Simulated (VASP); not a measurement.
## Initial- and final-state core-level shifts of Ir3Pd2

Wanted: the chemical shifts that photoemission would resolve in Ir3Pd2.

Calculated with VASP 6.6.1; PBE; plane waves and PAW (Ir, Pd), in the first sound run; inputs show where later runs differ.

## 1. The starting structure

The cell holds 20 atoms: 12 Ir and 8 Pd. Cell: a = 5.473 Å, b = 5.473 Å, c = 22.937 Å, α = 90.0°, β = 90.0°, γ = 60.0°. It derives from Ir. Pd replaces host atoms (under the top layer, both faces). Regions: layer 1, 4 atoms (4 Ir); layer 2, 4 atoms (4 Pd); layer 3, 4 atoms (4 Ir); other layers, 8 atoms (4 Pd and 4 Ir). Vacuum lies along c.

## 2. Relaxation

The free atoms are relaxed first inside the given cell, which is kept (ISIF = 0), since core levels depend on the positions.

Input file INCAR:

```
SYSTEM = Ir3Pd2
PREC = Normal
ENCUT = 330
EDIFF = 1E-05
NELM = 100
ISMEAR = 0
SIGMA = 0.1
LREAL = Auto
ALGO = Fast
GGA = PE
NBANDS = 116
LASPH = .TRUE.
LWAVE = .FALSE.
LCHARG = .FALSE.
KPAR = 2
NCORE = 4
IBRION = 2
NSW = 50
ISIF = 0
EDIFFG = -0.05
```

Input file POSCAR:

```
Ir3Pd2
1.0
    5.4730064864      0.0000000000      0.0000000000
    2.7365032432      4.7397626523      0.0000000000
    0.0000000000      0.0000000000     22.9373821671
Ir Pd
12 8
Selective dynamics
Direct
    0.0000000000      0.0000000000      0.6948213210  T T T
    0.5000000000      0.0000000000      0.6948213210  T T T
    0.0000000000      0.5000000000      0.6948213210  T T T
    0.5000000000      0.5000000000      0.6948213210  T T T
    0.1666666670      0.1666666670      0.5000000000  F F F
    0.6666666670      0.1666666670      0.5000000000  F F F
    0.1666666670      0.6666666670      0.5000000000  F F F
    0.6666666670      0.6666666670      0.5000000000  F F F
    0.8333333330      0.3333333330      0.3051786790  T T T
    0.3333333330      0.3333333330      0.3051786790  T T T
    0.8333333330      0.8333333330      0.3051786790  T T T
    0.3333333330      0.8333333330      0.3051786790  T T T
    0.8333333330      0.3333333330      0.5974106600  T T T
    0.3333333330      0.3333333330      0.5974106600  T T T
    0.8333333330      0.8333333330      0.5974106600  T T T
    0.3333333330      0.8333333330      0.5974106600  T T T
    0.0000000000      0.0000000000      0.4025893400  T T T
    0.5000000000      0.0000000000      0.4025893400  T T T
    0.0000000000      0.5000000000      0.4025893400  T T T
    0.5000000000      0.5000000000      0.4025893400  T T T
```

Input file KPOINTS:

```
Automatic mesh
0
Gamma
4 4 1
0 0 0
```

PAW data sets: Ir and Pd (PBE family, release 64).

Started as:

```sh
$ mpirun -np 8 vasp_std
```

Output:

```text
[banner, memory and clock lines left out]
running    8 mpi-ranks, on    1 nodes
 distrk:  each k-point on    4 cores,    2 groups
 distr:  one band on    4 cores,    1 groups

 POSCAR found type information on POSCAR IrPd
 POSCAR found :  2 types and      20 ions
 LDA part: xc-table for (Slater+PW92), standard interpolation
 POSCAR, INCAR and KPOINTS ok, starting setup
 FFT: planning ... GRIDC
 FFT: planning ... GRID_SOFT
 FFT: planning ... GRID
 WAVECAR not read
 entering main loop
       N       E                     dE             d eps       ncg     rms          rms(c)
DAV:   1     0.131814201401E+04    0.13181E+04   -0.65776E+04   928   0.102E+03
DAV:   2    -0.408560677654E+02   -0.13590E+04   -0.12642E+04   980   0.358E+02
DAV:   3    -0.142747194235E+03   -0.10189E+03   -0.90116E+02  1164   0.915E+01
DAV:   4    -0.148557742472E+03   -0.58105E+01   -0.55465E+01  1192   0.218E+01
DAV:   5    -0.148722375638E+03   -0.16463E+00   -0.16359E+00  1292   0.342E+00    0.471E+01
RMM:   6    -0.141768554181E+03    0.69538E+01   -0.23921E+01   935   0.201E+01    0.246E+01
RMM:   7    -0.179896119513E+03   -0.38128E+02   -0.56092E+01  1010   0.226E+01    0.566E+01
RMM:   8    -0.149222741287E+03    0.30673E+02   -0.14545E+01   946   0.122E+01    0.271E+01
RMM:   9    -0.143921327883E+03    0.53014E+01   -0.95259E+00   940   0.110E+01    0.238E+01
RMM:  10    -0.138815984456E+03    0.51053E+01   -0.84095E+00   967   0.798E+00    0.315E+00
RMM:  11    -0.138837657263E+03   -0.21673E-01   -0.10629E+00   995   0.296E+00    0.228E+00
RMM:  12    -0.138829670524E+03    0.79867E-02   -0.22646E-01  1025   0.107E+00    0.160E+00
RMM:  13    -0.138819133449E+03    0.10537E-01   -0.40616E-02   963   0.638E-01    0.551E-01
RMM:  14    -0.138818480073E+03    0.65338E-03   -0.14291E-02  1103   0.280E-01    0.336E-01
RMM:  15    -0.138817203373E+03    0.12767E-02   -0.49205E-03   974   0.181E-01    0.278E-01
RMM:  16    -0.138817338748E+03   -0.13538E-03   -0.12386E-03  1110   0.950E-02    0.254E-01
RMM:  17    -0.138817080380E+03    0.25837E-03   -0.72915E-04   956   0.751E-02    0.104E-01
RMM:  18    -0.138817024619E+03    0.55761E-04   -0.14721E-04   977   0.348E-02    0.340E-02
RMM:  19    -0.138817052717E+03   -0.28098E-04   -0.41962E-05   677   0.183E-02    0.251E-02
RMM:  20    -0.138817086584E+03   -0.33867E-04   -0.18411E-05   566   0.128E-02    0.135E-02
RMM:  21    -0.138817131238E+03   -0.44654E-04   -0.99217E-06   561   0.806E-03    0.740E-03
RMM:  22    -0.138817173326E+03   -0.42088E-04   -0.85677E-06   558   0.704E-03    0.866E-03
RMM:  23    -0.138817197874E+03   -0.24549E-04   -0.32183E-06   546   0.513E-03    0.321E-03
RMM:  24    -0.138817228983E+03   -0.31109E-04   -0.22079E-06   499   0.399E-03    0.489E-03
RMM:  25    -0.138817247076E+03   -0.18093E-04   -0.95008E-07   385   0.304E-03    0.221E-03
RMM:  26    -0.138817256236E+03   -0.91600E-05   -0.44855E-07   315   0.239E-03
   1 F= -.13881726E+03 E0= -.13874110E+03  d E =-.138817E+03
 curvature:   0.00 expect dE= 0.000E+00 dE for cont linesearch  0.000E+00
 trial: gam= 0.00000 g(F)=  0.220E-02 g(S)=  0.000E+00 ort = 0.000E+00 (trialstep = 0.100E+01)
 search vector abs. value=  0.220E-02
 bond charge predicted
       N       E                     dE             d eps       ncg     rms          rms(c)
DAV:   1    -0.138818516393E+03   -0.12693E-02   -0.57239E-01  1016   0.185E+00    0.731E-02
RMM:   2    -0.138819036369E+03   -0.51998E-03   -0.54892E-03   934   0.327E-01    0.115E-01
RMM:   3    -0.138819250239E+03   -0.21387E-03   -0.22164E-03  1223   0.145E-01    0.704E-02
RMM:   4    -0.138819323716E+03   -0.73477E-04   -0.22852E-04   980   0.427E-02    0.149E-01
RMM:   5    -0.138819239506E+03    0.84209E-04   -0.25001E-05   575   0.221E-02    0.921E-02
RMM:   6    -0.138819210064E+03    0.29442E-04   -0.20098E-04   973   0.364E-02    0.500E-02
RMM:   7    -0.138819256191E+03   -0.46127E-04   -0.15260E-04   948   0.330E-02    0.470E-02
RMM:   8    -0.138819240309E+03    0.15882E-04   -0.14236E-05   520   0.154E-02    0.411E-02
RMM:   9    -0.138819222733E+03    0.17576E-04   -0.12109E-05   505   0.119E-02    0.317E-02
RMM:  10    -0.138819214723E+03    0.80099E-05   -0.90495E-06   499   0.926E-03
   2 F= -.13881921E+03 E0= -.13874297E+03  d E =-.195849E-02
 trial-energy change:   -0.001958  1 .order   -0.001896   -0.002199   -0.001593
 step:   2.1331(harm=  3.6289)  dis= 0.00702  next Energy=  -138.820208 (dE=-0.295E-02)
 reached required accuracy - stopping structural energy minimisation
```

It took 50 s on 8 MPI ranks of AMD EPYC 7R43, shared host; peak memory 1.2 GiB.

Lines that name or quote the potential files are left out of all logs, and their timing lines are given in words.

Parts of OUTCAR (step 2):

```text
ion  position               nearest neighbor table
   1  0.000  0.000  0.695-   2 2.74   2 2.74   3 2.74   4 2.74   3 2.74   4 2.74  16 2.74  13 2.74
                            15 2.74
   2  0.500  0.000  0.695-   1 2.74   1 2.74   3 2.74   4 2.74   4 2.74   3 2.74  15 2.74  14 2.74
                            16 2.74
   3  0.000  0.500  0.695-   4 2.74   4 2.74   1 2.74   2 2.74   2 2.74   1 2.74  14 2.74  15 2.74
                            13 2.74
   4  0.500  0.500  0.695-   3 2.74   3 2.74   1 2.74   2 2.74   1 2.74   2 2.74  13 2.74  16 2.74
                            14 2.74
   5  0.167  0.167  0.500-  14 2.74  18 2.74  19 2.74  13 2.74  17 2.74  16 2.74   6 2.74   6 2.74
                             7 2.74   8 2.74   7 2.74   8 2.74
   6  0.667  0.167  0.500-  13 2.74  17 2.74  20 2.74  18 2.74  14 2.74  15 2.74   5 2.74   5 2.74
                             7 2.74   8 2.74   8 2.74   7 2.74
   7  0.167  0.667  0.500-  16 2.74  20 2.74  17 2.74  19 2.74  15 2.74  14 2.74   8 2.74   8 2.74
                             5 2.74   6 2.74   6 2.74   5 2.74
   8  0.667  0.667  0.500-  15 2.74  19 2.74  18 2.74  16 2.74  20 2.74  13 2.74   7 2.74   7 2.74
                             5 2.74   6 2.74   5 2.74   6 2.74
   9  0.833  0.333  0.305-  10 2.74  10 2.74  11 2.74  12 2.74  11 2.74  12 2.74  20 2.74  17 2.74
                            19 2.74
  10  0.333  0.333  0.305-   9 2.74   9 2.74  11 2.74  12 2.74  12 2.74  11 2.74  19 2.74  18 2.74
                            20 2.74
  11  0.833  0.833  0.305-  12 2.74  12 2.74   9 2.74  10 2.74  10 2.74   9 2.74  18 2.74  19 2.74
                            17 2.74
  12  0.333  0.833  0.305-  11 2.74  11 2.74   9 2.74  10 2.74   9 2.74  10 2.74  17 2.74  20 2.74
                            18 2.74
  13  0.833  0.333  0.597-   6 2.74   5 2.74   8 2.74  14 2.74  14 2.74  15 2.74  16 2.74  15 2.74
                            16 2.74   4 2.74   1 2.74   3 2.74
  14  0.333  0.333  0.597-   5 2.74   6 2.74   7 2.74  13 2.74  13 2.74  15 2.74  16 2.74  16 2.74
                            15 2.74   3 2.74   2 2.74   4 2.74
  15  0.833  0.833  0.597-   8 2.74   7 2.74   6 2.74  16 2.74  16 2.74  13 2.74  14 2.74  14 2.74
                            13 2.74   2 2.74   3 2.74   1 2.74
  16  0.333  0.833  0.597-   7 2.74   8 2.74   5 2.74  15 2.74  15 2.74  13 2.74  14 2.74  13 2.74
                            14 2.74   1 2.74   4 2.74   2 2.74
  17  0.000  0.000  0.403-   6 2.74   7 2.74   5 2.74  18 2.74  18 2.74  19 2.74  20 2.74  19 2.74
                            20 2.74  12 2.74   9 2.74  11 2.74
  18  0.500  0.000  0.403-   5 2.74   8 2.74   6 2.74  17 2.74  17 2.74  19 2.74  20 2.74  20 2.74
                            19 2.74  11 2.74  10 2.74  12 2.74
  19  0.000  0.500  0.403-   8 2.74   5 2.74   7 2.74  20 2.74  20 2.74  17 2.74  18 2.74  18 2.74
                            17 2.74  10 2.74  11 2.74   9 2.74
  20  0.500  0.500  0.403-   7 2.74   6 2.74   8 2.74  19 2.74  19 2.74  17 2.74  18 2.74  17 2.74
                            18 2.74   9 2.74  12 2.74  10 2.74

  LATTYP: Found a hexagonal cell.
 ALAT       =     5.4730064864
 C/A-ratio  =     4.1910021894

 Subroutine GETGRP returns: Found 12 space group operations
 (whereof  6 operations were pure point group operations)

The static configuration has the point symmetry C_3v.
 The point group associated with its full space group is D_3d.

 Found      4 irreducible k-points:

   k-points           NKPTS =      4   k-points in BZ     NKDIM =      4   number of bands    NBANDS=    116

   dimension x,y,z NGX =    24 NGY =   24 NGZ =  108
   dimension x,y,z NGXF=    48 NGYF=   48 NGZF=  216

   ENCUT  =  330.0 eV  24.25 Ry    4.92 a.u.   8.11  8.11 33.97*2*pi/ulx,y,z

   NELECT =     188.0000    total number of electrons

 k-points in reciprocal lattice and weights: Automatic mesh
   0.00000000  0.00000000  0.00000000       0.062
   0.25000000 -0.00000000  0.00000000       0.375
   0.50000000 -0.00000000  0.00000000       0.188
   0.50000000  0.25000000  0.00000000       0.375

 average (electrostatic) potential at core
       1 -56.3182       2 -56.3182       3 -56.3182       4 -56.3182       5 -56.7828
       6 -56.7828       7 -56.7828       8 -56.7828       9 -56.3182      10 -56.3182
      11 -56.3182      12 -56.3182      13 -78.9532      14 -78.9532      15 -78.9532
      16 -78.9532      17 -78.9532      18 -78.9532      19 -78.9532      20 -78.9532

 E-fermi :   1.9709

 k-point     1 :       0.0000    0.0000    0.0000
  band No.  band energies     occupation
    ...
     82       1.7583      1.99737
     83       1.7938      1.98775
     84       1.7938      1.98775
     85       1.7938      1.98775
     86       1.9233      1.49969
     87       2.2812      0.00001
     88       2.2813      0.00001
     89       2.2813      0.00001
     90       2.3107      0.00000
     91       2.3107      0.00000
    ...

 k-point     2 :       0.2500   -0.0000    0.0000
  band No.  band energies     occupation
    ...
     88       1.7335      1.99921
     89       1.7458      1.99855
     90       1.8346      1.94623
     91       1.8346      1.94622
     92       1.8786      1.80864
     93       2.0614      0.20093
     94       2.1259      0.02846
     95       2.1259      0.02846
     96       2.2345      0.00019
     97       2.2470      0.00009
    ...

 k-point     3 :       0.5000   -0.0000    0.0000
  band No.  band energies     occupation
    ...
     94       1.5863      2.00000
     95       1.6340      2.00000
     96       1.6340      2.00000
     97       1.9574      1.15135
     98       1.9574      1.15135
     99       2.1079      0.05278
    100       2.1079      0.05278
    101       2.2534      0.00006
    102       2.2534      0.00006
    103       2.4080      0.00000
    ...

  energy-cutoff  :      330.00
  volume of cell :      595.01
      direct lattice vectors                 reciprocal lattice vectors
     5.473006486  0.000000000  0.000000000     0.182714931 -0.105490514  0.000000000
     2.736503243  4.739762652  0.000000000     0.000000000  0.210981029  0.000000000
     0.000000000  0.000000000 22.937382167     0.000000000  0.000000000  0.043596954

 POSITION                                       TOTAL-FORCE (eV/Angst)
 -----------------------------------------------------------------------------------
      2.73650      4.73976     15.93894         0.000000      0.000000      0.048561
      2.73650      0.00000     15.93894         0.000000      0.000000      0.048561
      6.84126      2.36988     15.93894        -0.000000      0.000000      0.048561
      4.10475      2.36988     15.93894         0.000000      0.000000      0.048561
      1.36825      0.78996     11.46869         0.000000     -0.000000     -0.000000
      4.10475      0.78996     11.46869        -0.000000     -0.000000     -0.000000
      2.73650      3.15984     11.46869         0.000000     -0.000000     -0.000000
      5.47301      3.15984     11.46869        -0.000000     -0.000000     -0.000000
      5.47301      1.57992      6.99844         0.000000     -0.000000     -0.048561
      2.73650      1.57992      6.99844         0.000000     -0.000000     -0.048561
      6.84126      3.94980      6.99844         0.000000      0.000000     -0.048561
      4.10475      3.94980      6.99844        -0.000000     -0.000000     -0.048561
      5.47301      1.57992     13.70633         0.000000     -0.000000      0.037482
      2.73650      1.57992     13.70633         0.000000      0.000000      0.037482
      6.84126      3.94980     13.70633         0.000000      0.000000      0.037482
      4.10475      3.94980     13.70633        -0.000000      0.000000      0.037482
      0.00000      0.00000      9.23106        -0.000000     -0.000000     -0.037482
      2.73650      0.00000      9.23106         0.000000     -0.000000     -0.037482
      1.36825      2.36988      9.23106        -0.000000      0.000000     -0.037482
      4.10475      2.36988      9.23106        -0.000000     -0.000000     -0.037482
 -----------------------------------------------------------------------------------
    total drift:                                0.000002      0.000001      0.000001

  FREE ENERGIE OF THE ION-ELECTRON SYSTEM (eV)
  ---------------------------------------------------
  free  energy   TOTEN  =      -138.8192147232 eV

  energy  without entropy=     -138.6667276356  energy(sigma->0) =     -138.74297118

 reached required accuracy - stopping structural energy minimisation

[... 1 further part left out ...]
```

The run keeps the 12 symmetry operations of its start, so it cannot find a distortion of lower symmetry.

No atom moved by 0.005 Å in the relaxation.

Numbers from this step:

* free energy (TOTEN): -138.8192 eV
* energy at zero smearing: -138.7430 eV
* Fermi energy: 1.971 eV

The forces on the free atoms are under 0.05 eV/Å.

(Part 1 of 3 ends here.)

[Lines on the potential files, build, host, timing and source positions are cut from VASP's logs without a mark.]

[Logs are printed without paths, hosts, clocks, repeated set-up lines and the standing remarks that a program may print on its own settings, such as how far it seeks lower states.]

[Hosts, paths, dates, database ids (printed as entryN), source tags and the programs' standing remarks are cut or masked in the printed files.]
